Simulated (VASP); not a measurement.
Data:

```
CELL_PARAMETERS angstrom
      2.70580     0.00000     0.00000
     -1.35290     2.34329     0.00000
      0.00000     0.00000     4.28190
ATOMIC_POSITIONS crystal
  Ru 0.33333 0.66667 0.25000
  Ru 0.66667 0.33333 0.75000
```

Computed with PBEsol GGA, VASP's PBE PAW potentials (set 64) (plane waves; VASP 6.6.1). Settings: 400 eV cut-off, 14×14×8 Γ-centred mesh, first-order Methfessel-Paxton smearing of 0.10 eV, potentials Ru_pv.

Energy and stress use the plane-wave basis of the starting cell.

Q: The ions, cell shape and volume are relaxed. Predict the relaxed structure.

A: 
```
CELL_PARAMETERS angstrom
      2.69008     0.00000     0.00000
     -1.34504     2.32968     0.00000
      0.00000     0.00000     4.24223
ATOMIC_POSITIONS crystal
  Ru 0.33333 0.66667 0.25000
  Ru 0.66667 0.33333 0.75000
```
Space group P6_3/mmc (194), at a tolerance of 0.03 Å.

Q: How do energy and volume change from the first to the last step?

A: The energy (σ→0) changes by -6.7 meV/atom and the volume by -2.1 %, in 6 ionic steps.

The structure comes from a measured Ru entry (P6_3/mmc) of the Crystallography Open Database, whose conditions weren't checked. This run relaxes it. Symmetry was kept, so distortions that lower it aren't found.
